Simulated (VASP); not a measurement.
Data:

```yaml
crystal:
  lattice:
    - [0.00000, 2.94250, 2.94250]
    - [2.94250, 0.00000, 2.94250]
    - [2.94250, 2.94250, 0.00000]
  atoms:
    - { symbol: Pb, position: [0.00000, 0.00000, 0.00000] }
    - { symbol: S, position: [0.50000, 0.50000, 0.50000] }
```

Method: MS2 meta-GGA, VASP's PBE PAW potentials (set 64) (plane waves; VASP). Settings: 520 eV cut-off, 8×8×8 Γ-centred mesh, Gaussian smearing of 0.050 eV, potentials Pb_d S.

Unless said otherwise, spin-orbit coupling is left out, though it shifts the bands of the heavy elements here.

Question: Predict the energy per atom (σ→0), pressure, band gap (on the k-mesh) with the smallest direct gap where there is one.

Answer: 
```yaml
band gap (on the k-mesh): 0.35 eV
smallest direct gap (on the k-mesh): 0.35 eV
energy per atom (σ→0): 3.234 eV/atom
pressure: 1.97 GPa
```

Total energies compare only between runs with the same potentials, cut-off and functional.

The compound is PbS in the rock salt structure. This cell is one point of a volume scan, at 0.97 of the reference volume.
